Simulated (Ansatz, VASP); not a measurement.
# SnH2: VASP beside Ansatz

Aim: how closely do two programs agree when they are given the same cell, functional and k mesh? The cell is generated by rule, not measured, and may not be a known phase. Of the first pair: The two relaxations start from unlike cells of this crystal (the structure described is Ansatz's start), so only their ends are compared.

Program: Ansatz 0.2.0. Level of theory: plane waves, with VASP 6.6.1 beside it; relaxation of cell and atoms at LDA and zone-centre phonons at LDA. Results are calculated unless marked as measured.

## Step 1: Set-up

Symmetry: P-3m1, No. 164, trigonal system. The conventional cell has a = 3.295 Å, b = 3.295 Å, c = 5.272 Å, α = 90.00°, β = 90.00°, γ = 120.00°. Nearest to Sn lie 6 H at 2.31 Å. Nearest to H lie 3 Sn at 2.31 Å. Farther neighbours are not listed.

Coordinates:

```cif
data_structure
_symmetry_space_group_name_H-M 'P 1'
_symmetry_Int_Tables_number 1
_cell_length_a 3.2951
_cell_length_b 3.2951
_cell_length_c 5.2721
_cell_angle_alpha 90.000
_cell_angle_beta 90.000
_cell_angle_gamma 120.000
_cell_volume 49.57
loop_
_atom_site_label
_atom_site_type_symbol
_atom_site_fract_x
_atom_site_fract_y
_atom_site_fract_z
_atom_site_occupancy
Sn1 Sn 0.00000 0.00000 0.00000 1
H2 H 0.33333 0.66667 0.25000 1
H3 H 0.66667 0.33333 0.75000 1
```

## Step 2: VASP: relaxation of cell and atoms, LDA, pair 1

The relaxed volume is the usual yardstick between codes: in a stiff, nearly cubic crystal its relative difference is about their pressure difference at one cell divided by the bulk modulus.

Lines of VASP's logs that name or quote its potential files are left out, and so is its time.

INCAR reads:

```
SYSTEM = SnH2
PREC = Accurate
ENCUT = 500
EDIFF = 1E-07
NELM = 120
ISMEAR = 0
SIGMA = 0.1
LREAL = .FALSE.
ALGO = Normal
GGA = CA
NBANDS = 14
LORBIT = 11
LWAVE = .FALSE.
LCHARG = .FALSE.
ISIF = 3
IBRION = 2
NSW = 80
EDIFFG = -0.005
LASPH = .TRUE.
GGA_COMPAT = .FALSE.
NELMIN = 4
KPAR = 2
```

POSCAR reads:

```
SnH2
1.0
    3.6035675963     -0.0000000561      0.0000000000
   -1.8017843935      3.1207819895      0.0000000000
    0.0000000000      0.0000000000      3.0405050732
Sn H
1 2
Direct
    0.0000000000      0.0000000000      0.0000000000
    0.3333333177      0.6666664330      0.2125410471
    0.6666668106      0.3333332165      0.7874587632
```

KPOINTS reads:

```
Automatic mesh
0
Gamma
9 9 4
0 0 0
```

Potentials, in the order of the species: Sn_d and H (LDA family, release 64).

On the command line:

```sh
$ mpirun -np 2 vasp_std
```

Numbers of over 12 decimals in the logs are rounded to 6 here.

Log:

```text
[banner, memory and clock lines left out]
running    2 mpi-ranks, on    1 nodes
 distrk:  each k-point on    1 cores,    2 groups
 distr:  one band on    1 cores,    1 groups

 POSCAR found type information on POSCAR SnH
 POSCAR found :  2 types and       3 ions
 LDA part: xc-table for (Slater(with rela. corr.)+CA(PZ))
 , standard interpolation
 POSCAR, INCAR and KPOINTS ok, starting setup
 FFT: planning ... GRIDC
 FFT: planning ... GRID_SOFT
 FFT: planning ... GRID
 WAVECAR not read
 entering main loop
       N       E                     dE             d eps       ncg     rms          rms(c)
DAV:   1     0.865186535451E+02    0.86519E+02   -0.76734E+03  1248   0.156E+03
DAV:   2    -0.398794244453E+01   -0.90507E+02   -0.86313E+02  1282   0.342E+02
DAV:   3    -0.105398583835E+02   -0.65519E+01   -0.65198E+01  1498   0.787E+01
DAV:   4    -0.106848230637E+02   -0.14496E+00   -0.14494E+00  1416   0.125E+01
DAV:   5    -0.106900055096E+02   -0.51824E-02   -0.51823E-02  1672   0.226E+00    0.371E+00
DAV:   6    -0.103643468923E+02    0.32566E+00   -0.17366E-01  1664   0.563E+00    0.183E+00
DAV:   7    -0.102896206033E+02    0.74726E-01   -0.14874E-01  1696   0.330E+00    0.314E-01
DAV:   8    -0.102895691184E+02    0.51485E-04   -0.23683E-02  1468   0.187E+00    0.114E-01
DAV:   9    -0.102895248797E+02    0.44239E-04   -0.53235E-04  1790   0.313E-01    0.552E-02
DAV:  10    -0.102895367311E+02   -0.11851E-04   -0.67675E-05  1456   0.834E-02    0.181E-02
DAV:  11    -0.102895385434E+02   -0.18123E-05   -0.44343E-06  1594   0.221E-02    0.508E-03
DAV:  12    -0.102895378927E+02    0.65069E-06   -0.86763E-07  1484   0.841E-03    0.393E-04
DAV:  13    -0.102895379022E+02   -0.95631E-08   -0.12131E-07  1134   0.235E-03
   1 F= -.10289538E+02 E0= -.10288584E+02  d E =-.102895E+02
 curvature:   0.00 expect dE= 0.000E+00 dE for cont linesearch  0.000E+00
 trial: gam= 0.00000 g(F)=  0.148E-05 g(S)=  0.368E-04 ort = 0.000E+00 (trialstep = 0.100E+01)
 search vector abs. value=  0.383E-04
 bond charge predicted
       N       E                     dE             d eps       ncg     rms          rms(c)
DAV:   1    -0.102896736983E+02   -0.13581E-03   -0.22348E-03  1480   0.543E-01    0.485E-02
DAV:   2    -0.102896011036E+02    0.72595E-04   -0.10093E-04  1468   0.158E-01    0.274E-02
DAV:   3    -0.102895709327E+02    0.30171E-04   -0.52176E-05  1694   0.123E-01    0.503E-03
DAV:   4    -0.102895707173E+02    0.21538E-06   -0.55788E-06  1444   0.302E-02    0.204E-03
DAV:   5    -0.102895706522E+02    0.65078E-07   -0.15206E-07  1188   0.724E-03
   2 F= -.10289571E+02 E0= -.10288617E+02  d E =-.327500E-04
 trial-energy change:   -0.000033  1 .order   -0.000032   -0.000038   -0.000026
 step:   2.3997(harm=  3.1885)  dis= 0.00045  next Energy=   -10.289590 (dE=-0.524E-04)
 bond charge predicted
       N       E                     dE             d eps       ncg     rms          rms(c)
DAV:   1    -0.102897997159E+02   -0.22900E-03   -0.43844E-03  1492   0.761E-01    0.680E-02
DAV:   2    -0.102896573416E+02    0.14237E-03   -0.19799E-04  1456   0.221E-01    0.384E-02
DAV:   3    -0.102895981225E+02    0.59219E-04   -0.10198E-04  1676   0.172E-01    0.706E-03
DAV:   4    -0.102895977309E+02    0.39158E-06   -0.11222E-05  1432   0.425E-02    0.286E-03
DAV:   5    -0.102895976166E+02    0.11423E-06   -0.41134E-07  1662   0.101E-02    0.808E-04
DAV:   6    -0.102895976070E+02    0.96932E-08   -0.45649E-08   710   0.295E-03
   3 F= -.10289598E+02 E0= -.10288644E+02  d E =-.597047E-04
 curvature:  -1.39 expect dE=-0.680E-05 dE for cont linesearch -0.460E-05
 trial: gam=-0.16631 g(F)=  0.229E-05 g(S)=  0.261E-05 ort = 0.113E-04 (trialstep = 0.128E+01)
 search vector abs. value=  0.221E-05
 reached required accuracy - stopping structural energy minimisation
```

OUTCAR, selected parts (step 2):

```text
ion  position               nearest neighbor table
   1  0.000  0.000  0.000-   3 2.18   2 2.18   2 2.18   3 2.18   2 2.18   3 2.18
   2  0.333  0.667  0.213-   1 2.18   1 2.18   1 2.18
   3  0.667  0.333  0.787-   1 2.18   1 2.18   1 2.18

  LATTYP: Found a hexagonal cell.
 ALAT       =     3.6035675963
 C/A-ratio  =     0.8437485886

 Subroutine GETGRP returns: Found 12 space group operations
 (whereof 12 operations were pure point group operations)

The static configuration has the point symmetry D_3d.

 Found     43 irreducible k-points:

   k-points           NKPTS =     43   k-points in BZ     NKDIM =     43   number of bands    NBANDS=     14

   dimension x,y,z NGX =    28 NGY =   28 NGZ =   24
   dimension x,y,z NGXF=    56 NGYF=   56 NGZF=   48

   ENCUT  =  500.0 eV  36.75 Ry    6.06 a.u.   6.57  6.57  5.54*2*pi/ulx,y,z

   NELECT =      16.0000    total number of electrons

 k-points in reciprocal lattice and weights: Automatic mesh
   0.00000000  0.00000000  0.00000000       0.003
   0.11111111  0.00000000  0.00000000       0.019
   0.22222222  0.00000000  0.00000000       0.019
   0.33333333  0.00000000  0.00000000       0.019
   0.44444444  0.00000000  0.00000000       0.019
   0.11111111  0.11111111  0.00000000       0.019
   0.22222222  0.11111111  0.00000000       0.037
   0.33333333  0.11111111  0.00000000       0.037
   0.44444444  0.11111111  0.00000000       0.019
[...]
0.33333333  0.22222222  0.50000000       0.037
   0.33333333  0.33333333  0.50000000       0.006

 average (electrostatic) potential at core
       1-100.4685       2 -29.7376       3 -29.7376

 E-fermi :   6.2503

 k-point     1 :       0.0000    0.0000    0.0000
  band No.  band energies     occupation
    ...
      3     -15.1401      2.00000
      4     -15.0256      2.00000
      5     -15.0256      2.00000
      6      -5.5660      2.00000
      7       5.7577      2.00000
      8       9.5254      0.00000
      9       9.7934      0.00000
     10       9.7934      0.00000
     11      13.0060      0.00000
     12      14.2971      0.00000
    ...

 k-point     2 :       0.1111    0.0000    0.0000
  band No.  band energies     occupation
    ...
      3     -15.1302      2.00000
      4     -15.0293      2.00000
      5     -15.0264      2.00000
      6      -5.3720      2.00000
      7       5.5268      2.00000
      8       7.2172      0.00000
      9       9.2847      0.00000
     10      11.5087      0.00000
     11      12.8806      0.00000
     12      15.1419      0.00000
    ...

 k-point     3 :       0.2222    0.0000    0.0000
  band No.  band energies     occupation
    ...
      4     -15.0386      2.00000
      5     -15.0285      2.00000
      6      -4.7890      2.00000
      7       3.9079      2.00000
      8       6.0093      1.99934
      9       8.3784      0.00000
     10      11.9713      0.00000
     11      14.2297      0.00000
     12      15.6688      0.00000
     13      17.0543      0.00000
    ...

  Total        0.0002127      0.0002127     -0.0127395     -0.0000000     -0.0000000     -0.0000000
  in kB        0.0099778      0.0099778     -0.5975195     -0.0000000     -0.0000000     -0.0000000
  external PRESSURE =      -0.1925213 kB  Pullay stress =       0.0000000 kB

  energy-cutoff  :      500.00
  volume of cell :       34.16
      direct lattice vectors                 reciprocal lattice vectors
     3.604961153 -0.000000056 -0.000000000     0.277395502  0.160154374  0.000000000
    -1.802481172  3.121988846  0.000000000     0.000000005  0.320308642  0.000000000
    -0.000000000  0.000000000  3.035143801     0.000000000 -0.000000000  0.329473681

 POSITION                                       TOTAL-FORCE (eV/Angst)
 -----------------------------------------------------------------------------------
      0.00000      0.00000      0.00000        -0.000000     -0.000000     -0.000000
     -0.00000      2.08133      0.64464         0.000000     -0.000000     -0.004874
      1.80248      1.04066      2.39050        -0.000000      0.000000      0.004874
 -----------------------------------------------------------------------------------
    total drift:                               -0.000012      0.000012      0.000029

  FREE ENERGIE OF THE ION-ELECTRON SYSTEM (eV)
  ---------------------------------------------------
  free  energy   TOTEN  =       -10.2895976070 eV

  energy  without entropy=      -10.2876895844  energy(sigma->0) =      -10.28864360

 reached required accuracy - stopping structural energy minimisation

 total charge
# of ion       s       p       d       tot
------------------------------------------
    1        1.287   0.902  10.034  12.223
    2        0.478   0.009   0.000   0.488
    3        0.478   0.009   0.000   0.488
--------------------------------------------------
tot          2.243   0.921  10.034  13.198

[... 3 further parts left out ...]
```

## Step 3: Ansatz: relaxation of cell and atoms, LDA, pair 1

Ansatz runs on norm-conserving files, of PseudoDojo where its log says so.

Its own start cell and the same functional (in two slightly different forms), mesh and smearing now go to Ansatz, which takes its cutoff from its data sets.

input.yaml reads:

```yaml
crystal:
  lattice:
    - [3.29508538, 0.0, 0.0]
    - [-1.64754269, 2.85362765, 0.0]
    - [0.0, 0.0, 5.27213661]
  atoms:
    - { symbol: Sn, position: [0.0, 0.0, 0.0] }
    - { symbol: H, position: [0.33333333, 0.66666667, 0.25] }
    - { symbol: H, position: [0.66666667, 0.33333333, 0.75] }
kpoints:
  mp_grid: { grid: [9, 9, 4] }
hamiltonian:
  xc: lda
  pseudopotentials: { kind: nc, accuracy: standard }
scf:
  occupations: { method: gaussian, width: 0.1 }
output:
  forces: true
  stress: true
  eigenvalues: true
relax:
  adjacent_minimum: "off"
  f_tol: 0.05
  max_steps: 80
  cell: { stress_tol: 0.5 }
```

On the command line:

```sh
$ ansatz run input.yaml --threads 4 --pin off --max-ram 8192MiB --backend cpu --events-out ev --progress --plain --runs-dir out
```

Log:

```text
The last accepted step is kept in <dir> (removed where the run ends without a failure and the disk answers)
Engine: ansatz 0.2.0, aarch64-unknown-linux-gnu
Pseudopotentials: kind: nc
Pseudopotential: Sn, nc, valence charge 14, recommended cutoff 979.609905 eV (normal), Sn.nc.azcp (PseudoDojo's, or run here from an input of PseudoDojo's; its table is named by hamiltonian.pseudopotentials.accuracy)
Pseudopotential: H, nc, valence charge 1, recommended cutoff 1006.821291 eV (normal), H.nc.azcp (PseudoDojo's, or run here from an input of PseudoDojo's; its table is named by hamiltonian.pseudopotentials.accuracy)
Functional definition: SPW92
  exchange = slater_x
  correlation = pw_c
Crystal: 3 atoms, lattice volume = 49.574 Å³
Basis set: ecut = 1006.821291 eV, 3609 PW (Γ)
Bands: 12, of which v1, the nominal top of the filled ones, is band 8 counted from 1 (7 counted from 0)
Symmetry: 12 space group operations
Space group: P-3m1 (ITA 164), of the structure as read, at distance tolerance 3.7e-5 Å
k-points: 43 of 324
Non-local potential: Sn, projectors of the file, l = 0: 2, l = 1: 2, l = 2: 2
Non-local potential: H, projectors of the file, l = 0: 2, l = 1: 1
Initial density: superposition of atomic densities (chi_scale 0.1, normalization cell, long waves kept (reshape's long-wave potential 0.02 eV rms))
Initial wavefunctions: pseudopotential atomic-orbital guess
Functional: x = slater, c = lda
SCF iter   1: F=—  HF=-2167.464445 eV  |F-HF|=—  |Δ(HF+E_count)|=         —  Δρ=3.43e-2  dr2=7.08e-1  ethr=3.10e-3  ⟨swp⟩=5.8  Hψ=3084  notcnv=0
preconditioner: auto → LDOS  [metal: Δε(μ)=0.058 eV  Ē_g=8.920 eV  σ=0.100 eV  W_gap=0.31  n_scr=8 (ndim 8)  ℏωp=12.9 eV  f_vac=0.012  D(μ)=0.97/eV (n_scr^D=2)  β→1.0]
SCF iter   2: F=—  HF=-2167.231791 eV  |F-HF|=—  |Δ(HF+E_count)|=   2.33e-1  Δρ=5.46e-3  dr2=1.09e-2  ethr=3.10e-3  ⟨swp⟩=2.9  Hψ=1143  notcnv=0  defer=3
SCF iter   3: F=—  HF=-2167.231218 eV  |F-HF|=—  |Δ(HF+E_count)|=   5.73e-4  Δρ=1.02e-3  dr2=5.95e-4  ethr=6.79e-5  ⟨swp⟩=2.2  Hψ=626  notcnv=0  defer=3
SCF iter   4: F=—  HF=-2167.231149 eV  |F-HF|=—  |Δ(HF+E_count)|=   6.86e-5  Δρ=1.04e-4  dr2=8.02e-6  ethr=3.72e-6  ⟨swp⟩=2.1  Hψ=636  notcnv=0  defer=3
SCF iter   5: F=—  HF=-2167.231103 eV  |F-HF|=—  |Δ(HF+E_count)|=   4.61e-5  Δρ=2.93e-5  dr2=6.14e-7  ethr=5.01e-8  ⟨swp⟩=2.3  Hψ=864  notcnv=0  defer=3
SCF iter   6: F=-2167.231103 eV  HF=-2167.231103 eV  |F-HF|=1.22e-8  |Δ(HF+E_count)|=   1.31e-7  Δρ=8.10e-6  dr2=1.98e-8  ethr=6.25e-10  ⟨swp⟩=8.2  Hψ=3008  notcnv=0
SCF 1 converged in 6 iterations: F = -2167.231103 eV  dr2 = 1.98e-8
relax step   1: F+E_penalty+E_count = -2167.23110319 eV  Δ(F+E_penalty+E_count) = +0.000e0 eV  max|allowed force component| = 6.974e-1 eV/Å  Δτ_max = 0.0000 Å  P = -1.886 GPa  Ω = 49.574 Å³  (6 SCF iters, dr2 threshold 1.00e-7 eV, accepted)
[...]
relax step   2: F+E_penalty+E_count = -2167.61968039 eV  Δ(F+E_penalty+E_count) = -3.886e-1 eV  max|allowed force component| = 4.959e-1 eV/Å  Δτ_max = 0.1883 Å  P = -0.911 GPa  Ω = 49.011 Å³  energy of the carried Pulay correction = +3.724e-5 eV  (5 SCF iters, dr2 threshold 3.00e-7 eV, accepted)
[...]
relax step   9: F+E_penalty+E_count = -2168.25622649 eV  Δ(F+E_penalty+E_count) = -7.651e-2 eV  max|allowed force component| = 7.130e-2 eV/Å  Δτ_max = 0.0311 Å  P = +0.537 GPa  Ω = 34.933 Å³  energy of the carried Pulay correction = +1.132e-3 eV  (5 SCF iters, dr2 threshold 3.00e-7 eV, accepted)
[...]
relax step  10: F+E_penalty+E_count = -2168.27282831 eV  Δ(F+E_penalty+E_count) = -1.660e-2 eV  max|allowed force component| = 3.191e-2 eV/Å  Δτ_max = 0.0220 Å  P = +1.763 GPa  Ω = 32.972 Å³  energy of the carried Pulay correction = +1.314e-3 eV  (5 SCF iters, dr2 threshold 3.00e-7 eV, accepted)
[...]
relax step  11: F+E_penalty+E_count = -2168.28244977 eV  Δ(F+E_penalty+E_count) = -9.621e-3 eV  max|allowed force component| = 3.464e-3 eV/Å  Δτ_max = 0.0085 Å  P = -0.061 GPa  Ω = 34.283 Å³  energy of the carried Pulay correction = +1.191e-3 eV  (4 SCF iters, dr2 threshold 3.00e-7 eV, accepted)
[...]
relax step  12: F+E_penalty+E_count = -2168.28363375 eV  Δ(F+E_penalty+E_count) = -1.184e-3 eV  max|allowed force component| = 8.173e-3 eV/Å  Δτ_max = 0.0040 Å  P = -0.224 GPa  Ω = 34.138 Å³  energy of the carried Pulay correction = +1.205e-3 eV  (4 SCF iters, dr2 threshold 3.00e-7 eV, accepted)
[...]
relax step  13: F+E_penalty+E_count = -2168.28946014 eV  Δ(F+E_penalty+E_count) = -5.826e-3 eV  max|allowed force component| = 8.337e-3 eV/Å  Δτ_max = 0.0000 Å  P = +0.246 GPa  Ω = 34.138 Å³  stress off target by 3.67e-1 GPa  SCF on the basis re-selected at this cell (its energy is not comparable with the rows above)  (4 SCF iters)
basis re-selected at this cell: Δ(F+E_penalty+E_count) = -5.826e-3 eV, ΔP = +0.470 GPa vs the last step (what re-selecting the basis moved, of the pressure what is left beyond the Pulay correction that the steps carried, after the strain that the cell walked since its last selection, with what the two solves' SCF thresholds leave and, on support functions, any second-order correction that the steps lacked; it is no measure of the basis error at this ecutwfc). The dense FFT grid was sized anew with the basis: this SCF ran on 40×40×32 points, the steps before it on 36×36×60, so part of this shift can come from that change (see relax.cell in the input reference). [rest of the remark cut]
SCF converged after 4 iterations
Free energy (F): -2168.289460 eV
Harris-Foulkes:  -2168.289460 eV  (|F-HF|=1.95e-10)
Internal energy: -2168.287553 eV  (E = F + TS)
E sigma→0 (E₀):  -2168.288507 eV
Entropy (-TS):   -0.001907 eV (-0.636 meV/atom)
Fermi energy:    8.807471 eV
--- Per-component energies (eV) ---
  E_band       = -102.414425
  E_kinetic    = 1304.171154
  E_local      = -1422.425737  (includes V_loc(G=0)·N_el)
  E_nonlocal   = -610.492080
  E_hartree    = 496.087616
  E_xc         = -609.089980
  E_vxc        = -365.843403  (∫ρ·V_xc dr)
  E_ewald      = -1326.538526
  E_smearing   = -0.001907  (= −TS)
  E_closure    = -0.000000  (closes the sum)
  Σ components = -2168.289460   (vs F -2168.289460, Δ=0.00e0)
--- Forces (eV/Å), atoms counted from 1 ---
  atom   1  Sn    -0.00000000    -0.00000000     0.00000000
  atom   2  H      0.00000000     0.00000000    -0.00833701
  atom   3  H      0.00000000    -0.00000000     0.00833701
  max |Σ_I F_I| component: 4.63e-18 eV/Å
--- Stress (GPa, compression-positive) ---
        0.367492       0.000000       0.000000
        0.000000       0.367492      -0.000000
        0.000000      -0.000000       0.003652
  P = ⅓ Tr σ = 0.2462 GPa (2.462 kbar)
--- Band table (eV; the first three rows and the last of 43) ---
  k-point 0: bands = [... 4 lower, -12.4878, -3.0499, 8.3065, 12.0973, 12.3862, 12.3862, 15.5439, 16.8827]
  k-point 1: bands = [... 4 lower, -12.5474, -2.0947, 6.1417, 11.9273, 13.1731, 13.3992, 13.3992, 17.7335]
  k-point 2: bands = [... 4 lower, -12.4790, -0.1893, 2.8063, 11.9196, 14.0807, 14.9378, 14.9378, 18.9004]
  k-point 42: bands = [... 4 lower, -12.4019, 4.7409, 4.7521, 4.7521, 6.8875, 10.7267, 10.7267, 20.3841]
--- Relaxed structure (12 steps of the walk, 12 accepted, 1 SCFs on fresh bases) ---
  F+E_penalty+E_count = -2168.28946014 eV   max|allowed force component| = 8.337e-3 eV/Å   (the final SCF, on the basis selected at the relaxed cell)
  cell:  # Å, volume = 34.1380 Å³
    - [3.598313, 0, -8.060745430266109e-17]
    - [-1.799156, 3.116230, 4.0303727151330546e-17]
    - [-1.2897192685903309e-16, 0, 3.044459]
  atoms:
    - { symbol: Sn, position: [0, 0, 0] }
    - { symbol: H, position: [0.333333, 0.666667, 0.214057] }
    - { symbol: H, position: [0.666667, 0.333333, 0.785943] }
```

## Step 4: Side by side

Known differences besides the potentials themselves: the two LDA forms differ slightly; the cutoff is 1006.82 eV in Ansatz and 500 eV in VASP; VASP's log shows a relativistic correction to its local exchange, Ansatz's none; Ansatz adds a Pulay correction to the stress that steers its cell, VASP none. Total energies have different zeros and are not compared.

The two programs side by side:

| quantity | Ansatz | VASP | difference |
| --- | --- | --- | --- |
| volume (Å³) | 34.14 | 34.16 | -0.06 % |
| edge a after relaxation, in the typed setting (Å) | 3.598 | 3.605 | -0.19 % |
| edge c after relaxation, in the typed setting (Å) | 3.045 | 3.035 | +0.31 % |

[end of part 1 of 2]

[Lines on the potential files, build, host, timing and source positions are cut from VASP's logs without a mark.]

[Logs are printed without paths, hosts, clocks, repeated set-up lines and the standing remarks that a program may print on its own settings, such as how far it seeks lower states.]

[Hosts, paths, dates, database ids (printed as entryN), source tags and the programs' standing remarks are cut or masked in the printed files.]
